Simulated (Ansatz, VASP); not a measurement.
TlIn4: VASP beside Ansatz

```
Tl In
1.0
    -3.53634    3.53634    3.53634
     3.53634   -3.53634    3.53634
     3.53634    3.53634   -3.53634
Tl In
1 4
Direct
  0.00000 0.00000 0.00000
  0.50000 0.50000 0.50000
  0.50000 0.00000 0.00000
  0.00000 0.00000 0.50000
  0.00000 0.50000 0.00000
```

Change from the starting cell: species swapped into the Hg4Pt type (Im-3m, No. 229).

Alike in both runs: functional PBE; k mesh 4 × 4 × 4; occupations gaussian, width 0.1 eV; no spin polarisation.

Ansatz relaxed the structure, and its values are those at the end. VASP's run is a single point on that final structure, the one shown.

```csv
,VASP,Ansatz
version,VASP 6.6.1,Ansatz 0.2.0
potentials or method,"VASP PAW PBE potentials, release 64 (Tl_d, In_d)","scalar-relativistic, plane waves, PAW"
plane-wave cutoff (eV),520,420
valence electrons in the cell,65,65
```

Ansatz gave:

| Quantity | Value |
| --- | --- |
| gap on the k mesh at the Fermi level (eV) | none |
| pressure (GPa) | 0.3 |

What did VASP give for the same quantities?

gap on the k mesh at the Fermi level (eV): none; pressure (GPa): 0.2.

A gap of «none» marks a metal or a gap that the smearing closes.

Spin-orbit coupling is left out, which matters for the levels of Tl.
